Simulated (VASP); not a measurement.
All values below come from PBE GGA + U (Dudarev), VASP's PBE PAW potentials (set 64) (plane waves; VASP 6.6.1).

VASP input:

**INCAR**
```
SYSTEM = TiB2
PREC = Accurate
ENCUT = 520
EDIFF = 1E-6
NELM = 100
ALGO = Normal
LREAL = .FALSE.
LASPH = .TRUE.
ISMEAR = 1
SIGMA = 0.1
GGA = PE
LMAXMIX = 2
LWAVE = .FALSE.
LCHARG = .FALSE.
ISIF = 2
LDAU = .TRUE.
LDAUTYPE = 2
LDAUL = 2 -1
LDAUU = 5.0 0
LDAUJ = 0 0
LDAUPRINT = 1
LORBIT = 10
```

### KPOINTS
```
Automatic mesh
0
Gamma
10 10 9
0 0 0
```

File POSCAR:
```
TiB2
1.0
  1.5044090000  -2.6766680000   0.0000000000
  1.5044090000   2.6766680000   0.0000000000
  0.0000000000   0.0000000000   3.1769390000
Ti B
1 2
Cart
  0.0000000000   0.0000000000   0.0000000000
  1.5044090000   0.8922244511   1.5884695000
  1.5732146500  -0.8922244511   1.5884695000
```

POTCAR, in this order: Ti_sv B (PBE.64 set). Program: vasp_std.

The run wrote:

OSZICAR:
```
       N       E                     dE             d eps       ncg     rms          rms(c)
DAV:   1     0.131935995367E+03    0.13194E+03   -0.94227E+03  6760   0.159E+03
DAV:   2    -0.166076040755E+02   -0.14854E+03   -0.14496E+03  6855   0.396E+02
DAV:   3    -0.263549823108E+02   -0.97474E+01   -0.95596E+01  9986   0.956E+01
DAV:   4    -0.266820678799E+02   -0.32709E+00   -0.32554E+00  8919   0.163E+01
DAV:   5    -0.266921627275E+02   -0.10095E-01   -0.10094E-01 10195   0.250E+00    0.166E+01
DAV:   6    -0.202735738817E+02    0.64186E+01   -0.28016E+01  8949   0.635E+01    0.367E+00
DAV:   7    -0.203642706240E+02   -0.90697E-01   -0.13888E+00  7696   0.117E+01    0.271E+00
DAV:   8    -0.203751643846E+02   -0.10894E-01   -0.11115E-01 10345   0.358E+00    0.539E-01
DAV:   9    -0.203770520879E+02   -0.18877E-02   -0.63032E-03  7878   0.107E+00    0.128E-01
DAV:  10    -0.203769455059E+02    0.10658E-03   -0.17585E-03  8689   0.641E-01    0.954E-02
DAV:  11    -0.203768673386E+02    0.78167E-04   -0.22754E-04  8700   0.194E-01    0.403E-02
DAV:  12    -0.203768604078E+02    0.69309E-05   -0.19177E-05  8100   0.500E-02    0.175E-02
DAV:  13    -0.203768597591E+02    0.64862E-06   -0.72834E-06  8579   0.286E-02
   1 F= -.20376860E+02 E0= -.20376819E+02  d E =-.122472E-03
```

### OUTCAR
```
------------------------ aborting loop because EDIFF is reached ----------------------------------------
  FORCE on cell =-STRESS in cart. coord.  units (eV):
  Direction    XX          YY          ZZ          XY          YZ          ZX
  --------------------------------------------------------------------------------------
  Total        2.4280773     -0.1432478      3.2014794     -0.1789313      0.0000000      0.0000000
  in kB      152.0455748     -8.9701433    200.4758164    -11.2046338      0.0000000      0.0000000
  external PRESSURE =     114.5170826 kB  Pullay stress =       0.0000000 kB
  volume of cell :       25.59
      direct lattice vectors                 reciprocal lattice vectors
     1.504409000 -2.676668000  0.000000000     0.332356427 -0.186799409  0.000000000
     1.504409000  2.676668000  0.000000000     0.332356427  0.186799409  0.000000000
     0.000000000  0.000000000  3.176939000     0.000000000  0.000000000  0.314768398
 POSITION                                       TOTAL-FORCE (eV/Angst)
 -----------------------------------------------------------------------------------
      0.00000      0.00000      0.00000         0.570925      0.025577      0.000000
      1.50441      0.89222      1.58847         0.782215     -0.126078      0.000000
      1.57321     -0.89222      1.58847        -1.353140      0.100501      0.000000
 -----------------------------------------------------------------------------------
    total drift:                               -0.000026     -0.000009      0.000000
  FREE ENERGIE OF THE ION-ELECTRON SYSTEM (eV)
  ---------------------------------------------------
  free  energy   TOTEN  =       -20.3768597591 eV

  energy  without entropy=      -20.3767372872  energy(sigma->0) =      -20.37681894

 total charge

# of ion       s       p       d       tot
------------------------------------------
    1        2.189   6.234   1.873  10.296
    2        0.686   1.345   0.000   2.031
    3        0.687   1.346   0.000   2.032
--------------------------------------------------
tot          3.562   8.925   1.873  14.360
```
(Selected blocks of OUTCAR.)

The compound is TiB2 in the AlB2 type structure. The cell was not relaxed at this level, atoms are displaced from their ideal sites. The run is one of a series of settings (LDAU = .TRUE., LDAUJ = 0 0, LDAUL = 2 -1, LDAUTYPE = 2, LDAUU = 5.0 0, LMAXMIX = 2 against the base run), some of them coarse on purpose.
